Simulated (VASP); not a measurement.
All values below come from PBE GGA, VASP's PBE PAW potentials (set 64) (plane waves; VASP 6.6.1).

VASP ran on this input.

POSCAR:
```
Os
1
    1.3986720000    -2.4141040000     0.0000000000
    1.3986720000     2.4141040000     0.0000000000
    0.0000000000     0.0000000000     4.4081610000
Os
2
Direct
  0.3333330000   0.6666670000   0.2500000000
  0.6954270000   0.3620930000   0.7500000000
```

**INCAR**
```
SYSTEM = Os
PREC = Accurate
ENCUT = 400
EDIFF = 1E-6
NELM = 100
ALGO = Normal
LREAL = .FALSE.
LASPH = .TRUE.
ISMEAR = 1
SIGMA = 0.1
GGA = PE
LMAXMIX = 6
LWAVE = .FALSE.
LCHARG = .FALSE.
ISIF = 2
KSPACING = 0.25
KGAMMA = .TRUE.
```

POTCAR, in this order: Os (PBE.64 set). Program: vasp_std.

The run wrote:

File OUTCAR:
```
 ion  position               nearest neighbor table
   1  0.333  0.667  0.250-   2 2.69   2 2.69   2 2.73   2 2.73   2 2.77   2 2.77
   2  0.695  0.362  0.750-   1 2.69   1 2.69   1 2.73   1 2.73   1 2.77   1 2.77
  LATTYP: Found a base centered orthorhombic cell.
 ALAT       =     2.7973440000
 B/A-ratio  =     1.7259972317
 C/A-ratio  =     1.5758380092
 Subroutine PRICEL returns:
 Original cell was already a primitive cell.
 Subroutine GETGRP returns: Found  4 space group operations
The static configuration has the point symmetry C_1 .
 The point group associated with its full space group is C_2h.
The dynamic configuration has the point symmetry C_1 .
 Subroutine INISYM returns: Found  4 space group operations
 Subroutine IBZKPT returns following result:
 Found    244 irreducible k-points:

 Following reciprocal coordinates:
            Coordinates               Weight
  0.000000  0.000000  0.000000      1.000000
  0.090909 -0.000000  0.000000      2.000000
 -0.000000  0.090909  0.000000      2.000000
  0.181818 -0.000000  0.000000      2.000000
 -0.000000  0.181818  0.000000      2.000000
  0.272727  0.000000  0.000000      2.000000
  0.000000  0.272727  0.000000      2.000000
  0.363636  0.000000  0.000000      2.000000
  0.000000  0.363636  0.000000      2.000000
  0.454545 -0.000000  0.000000      2.000000
 -0.000000  0.454545  0.000000      2.000000
  0.090909  0.090909  0.000000      2.000000
  0.181818  0.090909  0.000000      2.000000
  0.090909  0.181818  0.000000      2.000000
  0.272727  0.090909  0.000000      2.000000
  0.090909  0.272727  0.000000      2.000000
  0.363636  0.090909  0.000000      2.000000
  0.090909  0.363636  0.000000      2.000000
  0.454545  0.090909  0.000000      2.000000
  0.090909  0.454545  0.000000      2.000000
 -0.454545  0.090909  0.000000      2.000000
  0.090909 -0.454545  0.000000      2.000000
 -0.363636  0.090909  0.000000      2.000000
  0.090909 -0.363636  0.000000      2.000000
 -0.272727  0.090909  0.000000      2.000000
  0.090909 -0.272727  0.000000      2.000000
 -0.181818  0.090909  0.000000      2.000000
  0.090909 -0.181818  0.000000      2.000000
 -0.090909  0.090909  0.000000      2.000000
  0.181818  0.181818  0.000000      2.000000
  0.272727  0.181818  0.000000      2.000000
  0.181818  0.272727  0.000000      2.000000
  0.363636  0.181818  0.000000      2.000000
  0.181818  0.363636  0.000000      2.000000
  0.454545  0.181818  0.000000      2.000000
  0.181818  0.454545  0.000000      2.000000
 -0.454545  0.181818  0.000000      2.000000
  0.181818 -0.454545  0.000000      2.000000
 -0.363636  0.181818  0.000000      2.000000
  0.181818 -0.363636  0.000000      2.000000
   k-points           NKPTS =    244   k-points in BZ     NKDIM =    244   number of bands    NBANDS=     12
   number of dos      NEDOS =    301   number of ions     NIONS =      2
   total plane-waves  NPLWV =   9720
   dimension x,y,z NGX =    18 NGY =   18 NGZ =   30
   dimension x,y,z NGXF=    36 NGYF=   36 NGZF=   60
   ions per type =               2
   PREC   = accura    normal or accurate (medium, high low for compatibility)
   ISTART =      0    job   : 0-new  1-cont  2-samecut
   ICHARG =      2    charge: 1-file 2-atom 10-const
   ISPIN  =      1    spin polarized calculation?
   LNONCOLLINEAR =      F non collinear calculations
   LSORBIT =      F    spin-orbit coupling
   INIWAV =      1    electr: 0-lowe 1-rand  2-diag
   ENCUT  =  400.0 eV  29.40 Ry    5.42 a.u.   4.55  4.55  7.19*2*pi/ulx,y,z
   NELM   =    100;   NELMIN=  2; NELMDL= -5     # of ELM steps
   EDIFF  = 0.1E-05   stopping-criterion for ELM
...
```

OSZICAR:
```
       N       E                     dE             d eps       ncg     rms          rms(c)
DAV:   1     0.779626880919E+02    0.77963E+02   -0.65061E+03  5864   0.102E+03
DAV:   2    -0.184804126166E+02   -0.96443E+02   -0.87156E+02  6452   0.354E+02
DAV:   3    -0.237731848106E+02   -0.52928E+01   -0.49086E+01  7056   0.677E+01
DAV:   4    -0.238925445823E+02   -0.11936E+00   -0.11753E+00  6364   0.984E+00
DAV:   5    -0.238943366276E+02   -0.17920E-02   -0.17900E-02  6816   0.976E-01    0.203E+01
DAV:   6    -0.227117600850E+02    0.11826E+01   -0.14464E+00  6256   0.110E+01    0.873E+00
DAV:   7    -0.224064153884E+02    0.30534E+00   -0.86893E-01  6916   0.836E+00    0.390E-01
DAV:   8    -0.224008444572E+02    0.55709E-02   -0.69718E-03  6032   0.664E-01    0.243E-01
DAV:   9    -0.223985677903E+02    0.22767E-02   -0.13192E-03  6384   0.419E-01    0.491E-02
DAV:  10    -0.223986032427E+02   -0.35452E-04   -0.55104E-05  6544   0.748E-02    0.106E-02
DAV:  11    -0.223985781640E+02    0.25079E-04   -0.50568E-06  6168   0.256E-02    0.779E-04
DAV:  12    -0.223985773743E+02    0.78971E-06   -0.12484E-07  3108   0.418E-03
   1 F= -.22398577E+02 E0= -.22398498E+02  d E =-.236811E-03
```

**OUTCAR**
```
------------------------ aborting loop because EDIFF is reached ----------------------------------------
  FORCE on cell =-STRESS in cart. coord.  units (eV):
  Direction    XX          YY          ZZ          XY          YZ          ZX
  --------------------------------------------------------------------------------------
  Total       -2.9048160     -2.6605039     -2.7996901     -0.1797440      0.0000000      0.0000000
  in kB     -156.3399278   -143.1908199   -150.6819542     -9.6739898      0.0000000      0.0000000
  external PRESSURE =    -150.0709006 kB  Pullay stress =       0.0000000 kB
  volume of cell :       29.77
      direct lattice vectors                 reciprocal lattice vectors
     1.398672000 -2.414104000  0.000000000     0.357481954 -0.207116181  0.000000000
     1.398672000  2.414104000  0.000000000     0.357481954  0.207116181  0.000000000
     0.000000000  0.000000000  4.408161000     0.000000000  0.000000000  0.226851968
 POSITION                                       TOTAL-FORCE (eV/Angst)
 -----------------------------------------------------------------------------------
      1.39867      0.80470      1.10204         0.553107      0.018552      0.000000
      1.47912     -0.80470      3.30612        -0.553107     -0.018552      0.000000
 -----------------------------------------------------------------------------------
    total drift:                                0.000001      0.000000      0.000000
  FREE ENERGIE OF THE ION-ELECTRON SYSTEM (eV)
  ---------------------------------------------------
  free  energy   TOTEN  =       -22.3985773743 eV

  energy  without entropy=      -22.3983405633  energy(sigma->0) =      -22.39849844
```
(Selected blocks of OUTCAR.)

The compound is Os in the hcp structure. The cell was not relaxed at this level, atoms are displaced from their ideal sites. The run is one of a series of settings (KGAMMA = .TRUE., KSPACING = 0.25, KPOINTS file removed against the base run), some of them coarse on purpose.
